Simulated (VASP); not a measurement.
# What goes wrong when the modes of WSe2 are computed with a bad input

Some phonon runs on WSe2 get a fault in the input on purpose. Which of them show, and how? The starting structure is a measured crystal structure from the Crystallography Open Database.

Main program and level: VASP 6.6.1; Kohn-Sham DFT with plane waves and PAW; LDA.

The database entry behind the starting cell differs from later determinations by our own check (a about 0.2 % long), so it need not match the best structure at ambient conditions.

**1. Starting point**

It takes space group P6_3/mmc (No. 194, hexagonal). The conventional cell has a = 3.290 Å, b = 3.290 Å, c = 12.970 Å, α = 90.00°, β = 90.00°, γ = 120.00°. Nearest to W lie 6 Se at 2.53 Å. Se has 3 W at 2.53 Å nearest. Farther neighbours and most contacts between anions are not listed.

Coordinates:

```xyz
6
Lattice="3.2900 0.0000 0.0000 -1.6450 2.8492 0.0000 0.0000 0.0000 12.9700" Properties=species:S:1:pos:R:3 pbc="T T T"
W     1.6450    0.9497    9.7275
W     0.0000    1.8995    3.2425
Se    1.6450    0.9497    4.9156
Se    0.0000    1.8995   11.4006
Se    1.6450    0.9497    1.5694
Se    0.0000    1.8995    8.0544
```

**2. Reference modes**

The cell comes from a relaxation at this level, not shown (117.22 Å³).

INCAR

```
SYSTEM = WSe2
PREC = Accurate
ENCUT = 450
EDIFF = 1E-08
NELM = 100
ISMEAR = 0
SIGMA = 0.03
LREAL = .FALSE.
ALGO = Normal
GGA = CA
NBANDS = 24
LORBIT = 11
LWAVE = .FALSE.
LCHARG = .FALSE.
KPAR = 4
IBRION = 8
LEPSILON = .TRUE.
ISIF = 2
```

POSCAR

```
WSe2
1.0
    3.2494509838      0.0000000000      0.0000000000
   -1.6247254919      2.8141071004      0.0000000000
    0.0000000000      0.0000000000     12.8193368055
W Se
2 4
Direct
    0.6666666667      0.3333333333      0.7500000000
    0.3333333333      0.6666666667      0.2500000000
    0.6666666667      0.3333333333      0.3801139589
    0.3333333333      0.6666666667      0.8801139589
    0.6666666667      0.3333333333      0.1198860411
    0.3333333333      0.6666666667      0.6198860411
```

KPOINTS

```
Automatic mesh
0
Gamma
8 8 2
0 0 0
```

The projector-augmented-wave data sets are W and Se (LDA family, release 64).

Command:

```
$ mpirun -np 4 vasp_std
```

Output:

```text
[banner, memory and clock lines left out]
running    4 mpi-ranks, on    1 nodes
 distrk:  each k-point on    1 cores,    4 groups
 distr:  one band on    1 cores,    1 groups

 POSCAR found type information on POSCAR W Se
 POSCAR found :  2 types and       6 ions
 LDA part: xc-table for (Slater(with rela. corr.)+CA(PZ))
 , standard interpolation
 POSCAR, INCAR and KPOINTS ok, starting setup
 FFT: planning ... GRIDC
 FFT: planning ... GRID_SOFT
 FFT: planning ... GRID
 WAVECAR not read
 entering main loop
       N       E                     dE             d eps       ncg     rms          rms(c)
DAV:   1     0.165509863449E+03    0.16551E+03   -0.14479E+04   960   0.117E+03
DAV:   2    -0.378294365622E+02   -0.20334E+03   -0.19577E+03  1328   0.234E+02
DAV:   3    -0.504546273904E+02   -0.12625E+02   -0.12529E+02  1280   0.600E+01
DAV:   4    -0.506534173078E+02   -0.19879E+00   -0.19812E+00  1248   0.806E+00
DAV:   5    -0.506581588268E+02   -0.47415E-02   -0.47383E-02  1280   0.102E+00    0.328E+01
DAV:   6    -0.491039826689E+02    0.15542E+01   -0.69139E+00  1368   0.122E+01    0.133E+01
DAV:   7    -0.488536816505E+02    0.25030E+00   -0.39041E+00  1248   0.978E+00    0.727E+00
DAV:   8    -0.486618231828E+02    0.19186E+00   -0.61697E-01  1304   0.443E+00    0.921E-01
DAV:   9    -0.486605499256E+02    0.12733E-02   -0.61621E-02  1280   0.129E+00    0.266E-01
DAV:  10    -0.486593854349E+02    0.11645E-02   -0.64510E-03  1312   0.434E-01    0.184E-01
DAV:  11    -0.486593798638E+02    0.55711E-05   -0.95963E-04  1320   0.164E-01    0.627E-02
DAV:  12    -0.486592900099E+02    0.89854E-04   -0.36059E-04  1328   0.103E-01    0.226E-02
DAV:  13    -0.486592917423E+02   -0.17325E-05   -0.21598E-05  1224   0.261E-02    0.780E-03
DAV:  14    -0.486592917326E+02    0.97336E-08   -0.52578E-06  1304   0.106E-02    0.770E-03
DAV:  15    -0.486592913570E+02    0.37560E-06   -0.15633E-06  1360   0.675E-03    0.601E-04
DAV:  16    -0.486592913618E+02   -0.48267E-08   -0.64842E-08  1256   0.137E-03
   1 F= -.48659291E+02 E0= -.48659291E+02  d E =-.109944E-19
 Linear response reoptimize wavefunctions to high precision
DAV:   1    -0.486592913623E+02   -0.49795E-09   -0.24705E-09   880   0.264E-04
DAV:   2    -0.486592913624E+02   -0.85720E-10   -0.22959E-10   744   0.937E-05
 Linear response G [H, r] |phi>, progress :
  Direction:   1
       N       E                     dE             d eps       ncg     rms
RMM:   1    -0.209215607299E+03   -0.20922E+03   -0.11019E+02  2480   0.921E+01
RMM:   2    -0.163683207852E+03    0.45532E+02   -0.28367E+01  1606   0.266E+01
RMM:   3    -0.164246800721E+03   -0.56359E+00   -0.18587E+00  1696   0.406E+00
RMM:   4    -0.164280399225E+03   -0.33599E-01   -0.54336E-02  1724   0.768E-01
RMM:   5    -0.164281737641E+03   -0.13384E-02   -0.44490E-03  1766   0.180E-01
RMM:   6    -0.164281884254E+03   -0.14661E-03   -0.37890E-04  1779   0.470E-02
RMM:   7    -0.164281893277E+03   -0.90228E-05   -0.25803E-04  1836   0.161E-02
RMM:   8    -0.164281893613E+03   -0.33607E-06   -0.10609E-03  1854   0.794E-03
RMM:   9    -0.164281894785E+03   -0.11723E-05   -0.65352E-04  1843   0.593E-03
RMM:  10    -0.164281895274E+03   -0.48895E-06    0.26514E-04  1699   0.515E-03
RMM:  11    -0.164281894675E+03    0.59939E-06    0.94355E-04  1546   0.503E-03
RMM:  12    -0.164281895844E+03   -0.11688E-05    0.24316E-04  1363   0.495E-03
RMM:  13    -0.164281895402E+03    0.44119E-06    0.18568E-04  1281   0.493E-03
 Linear response G [H, r] |phi>, progress :
  Direction:   2
       N       E                     dE             d eps       ncg     rms
RMM:   1    -0.225929007125E+03   -0.22593E+03   -0.37686E+02  2461   0.900E+01
RMM:   2    -0.177977705277E+03    0.47951E+02   -0.27009E+01  1633   0.254E+01
RMM:   3    -0.178690354068E+03   -0.71265E+00   -0.20070E+00  1697   0.390E+00
RMM:   4    -0.178730701008E+03   -0.40347E-01   -0.79299E-02  1723   0.769E-01
RMM:   5    -0.178731956557E+03   -0.12555E-02   -0.79234E-03  1757   0.192E-01
RMM:   6    -0.178732084230E+03   -0.12767E-03   -0.70429E-04  1787   0.497E-02
RMM:   7    -0.178732092189E+03   -0.79588E-05   -0.38864E-04  1844   0.181E-02
RMM:   8    -0.178732091012E+03    0.11762E-05   -0.17333E-04  1841   0.947E-03
RMM:   9    -0.178732094078E+03   -0.30651E-05   -0.19575E-04  1838   0.733E-03
RMM:  10    -0.178732093005E+03    0.10728E-05    0.11551E-04  1689   0.655E-03
RMM:  11    -0.178732094602E+03   -0.15973E-05   -0.25202E-04  1562   0.634E-03
RMM:  12    -0.178732097095E+03   -0.24926E-05    0.13713E-04  1383   0.627E-03
RMM:  13    -0.178732094887E+03    0.22074E-05   -0.71173E-04  1327   0.626E-03
 Linear response G [H, r] |phi>, progress :
  Direction:   3
       N       E                     dE             d eps       ncg     rms
RMM:   1    -0.219263654922E+03   -0.21926E+03   -0.13830E+02  2373   0.927E+01
RMM:   2    -0.172582835390E+03    0.46681E+02   -0.31463E+01  1546   0.247E+01
RMM:   3    -0.173380264088E+03   -0.79743E+00   -0.23122E+00  1683   0.381E+00
RMM:   4    -0.173418697843E+03   -0.38434E-01   -0.86649E-02  1697   0.708E-01
RMM:   5    -0.173420386672E+03   -0.16888E-02   -0.68969E-03  1743   0.170E-01
RMM:   6    -0.173420561562E+03   -0.17489E-03   -0.63757E-04  1789   0.439E-02
RMM:   7    -0.173420578924E+03   -0.17362E-04   -0.50300E-04  1827   0.158E-02
[...]
RMM:   5    -0.112295685230E+00   -0.40255E-04   -0.96470E-06  5893   0.105E-02    0.345E-03
RMM:   6    -0.112310128039E+00   -0.14443E-04   -0.60158E-07  5743   0.303E-03    0.455E-04
RMM:   7    -0.112308194336E+00    0.19337E-05    0.11805E-06  6076   0.724E-04    0.103E-04
RMM:   8    -0.112307836385E+00    0.35795E-06    0.28322E-07  6388   0.215E-04    0.342E-05
RMM:   9    -0.112307659680E+00    0.17671E-06   -0.24403E-09  6320   0.944E-05    0.146E-05
RMM:  10    -0.112307651374E+00    0.83062E-08    0.77302E-08  6323   0.712E-05    0.431E-06
 first order change of Fermi-energy   0.60057E-02
 force on displaced ion       1 direction 1 : -19.449   0.004   0.000
 Born effective charge ion    1 direction 1 :  -1.410   0.000   0.000
 Linear response progress:
  Degree of freedom:   2/  4
       N       E                     dE             d eps       ncg     rms          rms(c)
RMM:   1    -0.163197114271E+00   -0.16320E+00   -0.15577E-01  1919   0.160E+00
RMM:   2    -0.147599695801E+00    0.15597E-01   -0.65417E-03  1552   0.395E-01    0.153E-01
RMM:   3    -0.147104554909E+00    0.49514E-03   -0.42334E-04  1613   0.961E-02    0.881E-02
RMM:   4    -0.147049621082E+00    0.54934E-04   -0.27912E-04  1551   0.775E-02    0.288E-02
RMM:   5    -0.147151279275E+00   -0.10166E-03   -0.22175E-05  1683   0.214E-02    0.907E-03
RMM:   6    -0.147196365873E+00   -0.45087E-04    0.17347E-06  1682   0.758E-03    0.156E-03
RMM:   7    -0.147199029483E+00   -0.26636E-05    0.17003E-06  1771   0.181E-03    0.788E-04
RMM:   8    -0.147201419235E+00   -0.23898E-05    0.16580E-06  1770   0.958E-04    0.426E-04
RMM:   9    -0.147200832028E+00    0.58721E-06   -0.57608E-07  1782   0.523E-04    0.580E-05
RMM:  10    -0.147200875769E+00   -0.43741E-07   -0.69917E-07  1905   0.179E-04    0.313E-05
RMM:  11    -0.147200969460E+00   -0.93691E-07    0.34251E-08  1844   0.112E-04    0.133E-05
RMM:  12    -0.147200853516E+00    0.11594E-06    0.89450E-08  1925   0.854E-05    0.233E-06
RMM:  13    -0.147200921633E+00   -0.68117E-07   -0.50247E-08  1850   0.761E-05    0.140E-06
RMM:  14    -0.147200956540E+00   -0.34906E-07    0.17154E-09  1614   0.736E-05    0.371E-07
RMM:  15    -0.147200904812E+00    0.51728E-07   -0.27888E-08  1376   0.731E-05    0.216E-07
RMM:  16    -0.147200982453E+00   -0.77642E-07   -0.86557E-11  1264   0.730E-05    0.271E-07
RMM:  17    -0.147201065469E+00   -0.83016E-07   -0.11965E-08  1190   0.729E-05    0.149E-07
RMM:  18    -0.147200991184E+00    0.74285E-07   -0.95632E-09  1182   0.730E-05    0.161E-07
RMM:  19    -0.147200870380E+00    0.12080E-06   -0.13815E-08  1164   0.730E-05    0.147E-07
RMM:  20    -0.147200984805E+00   -0.11443E-06   -0.95032E-09  1169   0.730E-05    0.161E-07
 first order change of Fermi-energy  -0.34406E-02
 force on displaced ion       1 direction 3 :  -0.000   0.000 -29.962
 Born effective charge ion    1 direction 3 :   0.000   0.000  -0.910
 Linear response progress:
  Degree of freedom:   3/  4
       N       E                     dE             d eps       ncg     rms          rms(c)
RMM:   1    -0.711990014903E-01   -0.71199E-01    0.42376E-02  7454   0.126E+00
RMM:   2    -0.702541144705E-01    0.94489E-03   -0.23974E-03  5430   0.237E-01    0.954E-02
RMM:   3    -0.703448602351E-01   -0.90746E-04   -0.15600E-04  5996   0.422E-02    0.577E-02
RMM:   4    -0.704946855553E-01   -0.14983E-03   -0.51958E-05  5740   0.290E-02    0.630E-03
RMM:   5    -0.704717816476E-01    0.22904E-04   -0.44378E-06  6167   0.557E-03    0.402E-03
RMM:   6    -0.704534400684E-01    0.18342E-04   -0.98099E-07  5801   0.271E-03    0.400E-04
RMM:   7    -0.704540565966E-01   -0.61653E-06   -0.15655E-07  6432   0.645E-04    0.122E-04
RMM:   8    -0.704543555507E-01   -0.29895E-06    0.16375E-07  6379   0.215E-04    0.556E-05
RMM:   9    -0.704544896762E-01   -0.13413E-06    0.10884E-08  6465   0.133E-04    0.152E-05
RMM:  10    -0.704543589297E-01    0.13075E-06    0.15861E-07  6448   0.987E-05    0.751E-06
RMM:  11    -0.704543103357E-01    0.48594E-07   -0.56111E-08  6409   0.886E-05    0.124E-06
RMM:  12    -0.704542772635E-01    0.33072E-07    0.48149E-08  6045   0.839E-05    0.573E-07
RMM:  13    -0.704544067985E-01   -0.12953E-06    0.21097E-08  4593   0.824E-05    0.292E-07
RMM:  14    -0.704543593483E-01    0.47450E-07    0.33534E-08  4308   0.821E-05    0.655E-08
 first order change of Fermi-energy  -0.13225E-01
 force on displaced ion       3 direction 1 :  -9.379  -0.000   0.001
 Born effective charge ion    3 direction 1 :   0.701   0.001   0.000
 Linear response progress:
  Degree of freedom:   4/  4
       N       E                     dE             d eps       ncg     rms          rms(c)
RMM:   1    -0.126909830773E+00   -0.12691E+00    0.67154E-02  2220   0.137E+00
RMM:   2    -0.122924960377E+00    0.39849E-02   -0.42771E-03  1613   0.312E-01    0.267E-01
RMM:   3    -0.122819906665E+00    0.10505E-03   -0.40103E-04  1648   0.945E-02    0.206E-01
RMM:   4    -0.122819816493E+00    0.90172E-07   -0.27899E-04  1657   0.543E-02    0.459E-02
RMM:   5    -0.122851203017E+00   -0.31387E-04   -0.45207E-05  1620   0.342E-02    0.823E-03
RMM:   6    -0.122851057183E+00    0.14583E-06   -0.10018E-05  1760   0.870E-03    0.312E-03
RMM:   7    -0.122850552850E+00    0.50433E-06   -0.10122E-06  1745   0.342E-03    0.107E-03
RMM:   8    -0.122852375876E+00   -0.18230E-05   -0.16047E-06  1830   0.873E-04    0.463E-04
RMM:   9    -0.122853421256E+00   -0.10454E-05   -0.66935E-07  1828   0.359E-04    0.162E-04
RMM:  10    -0.122853860160E+00   -0.43890E-06    0.59508E-07  1900   0.195E-04    0.499E-05
RMM:  11    -0.122853919000E+00   -0.58840E-07   -0.21621E-07  1885   0.122E-04    0.259E-05
RMM:  12    -0.122853969087E+00   -0.50086E-07   -0.19711E-07  1926   0.987E-05    0.745E-06
RMM:  13    -0.122853980046E+00   -0.10960E-07   -0.20027E-07  1962   0.869E-05    0.241E-06
RMM:  14    -0.122853956676E+00    0.23370E-07   -0.10895E-07  1872   0.832E-05    0.895E-07
RMM:  15    -0.122853979594E+00   -0.22917E-07   -0.15453E-07  1652   0.818E-05    0.203E-07
RMM:  16    -0.122854017333E+00   -0.37739E-07   -0.10798E-07  1377   0.813E-05    0.123E-07
RMM:  17    -0.122853960752E+00    0.56581E-07   -0.86915E-08  1298   0.812E-05    0.637E-08
 first order change of Fermi-energy  -0.93025E+00
 force on displaced ion       3 direction 3 :   0.000  -0.000 -16.954
 Born effective charge ion    3 direction 3 :   0.000   0.000   0.445
 Born effective charges drift removed
 Linear response finished
```

Wall time 5.9 min (4 MPI ranks of AMD EPYC 7R43, shared host); peak memory 1.8 GiB; 24 min of CPU time.

Lines that name or quote the potential files are left out of all logs, and their timing lines are given in words.

[end of part 1 of 3]

[Lines on the potential files, build, host, timing and source positions are cut from VASP's logs without a mark.]

[Logs are printed without paths, hosts, clocks, repeated set-up lines and the standing remarks that a program may print on its own settings, such as how far it seeks lower states.]

[Hosts, paths, dates, database ids (printed as entryN), source tags and the programs' standing remarks are cut or masked in the printed files.]
